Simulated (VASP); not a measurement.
**BaAu2: single point with LDA**

Crystal: BaAu2.

```xyz
3
Lattice="4.8040 0.0000 0.0000 -2.4020 4.1604 0.0000 0.0000 0.0000 4.1190" Properties=species:S:1:pos:R:3 pbc="T T T"
Ba    0.0000    0.0000    0.0000
Au    0.0000    2.7736    2.0595
Au    2.4020    1.3868    2.0595
```

| Quantity | Value |
| --- | --- |
| Program | VASP 6.6.1 |
| Task | single point |
| Functional | LDA |
| Potentials or basis | VASP PAW LDA potentials, release 64 (Ba_sv, Au) |
| Cutoff | 520 eV |
| k mesh | 6 × 6 × 6 |
| Occupations | fermi-dirac, width 0.1 eV |
| Spin | no spin polarisation |

```
Pressure               : -2.3 GPa
Band gap on the k mesh : none (metal or under the smearing width)
```

Stress tensor (GPa, compression positive):
```
-2.98  0.00  0.00
 0.00 -2.98  0.00
 0.00  0.00 -0.87
```

Levels at points of the mesh, in eV from the Fermi level:
```tsv
k point	band 12	band 13	band 14	band 15	band 16	band 17	band 18	band 19	band 20	band 21
(0.00, 0.00, 0.00)	-4.09	-3.74	-3.47	-3.47	0.97	0.97	1.73	3.04	3.94	4.98
(0.50, 0.00, 0.00)	-3.74	-3.41	-3.15	-2.97	-1.90	1.83	1.89	2.54	4.40	4.42
(0.00, 0.00, 0.50)	-3.33	-3.28	-3.28	-3.14	-1.86	3.45	3.45	3.85	3.85	4.32
(0.50, 0.00, 0.50)	-3.41	-3.30	-2.91	-2.20	-1.50	-0.01	0.35	1.48	5.01	5.57
```

It took 32 s on 1 thread of Intel(R) Xeon(R) Platinum 8375C CPU @ 2.90GHz (Ice Lake), on a shared host, peak memory 0.19 GiB.

Spin-orbit coupling is left out, which matters for the levels of Au, Ba.
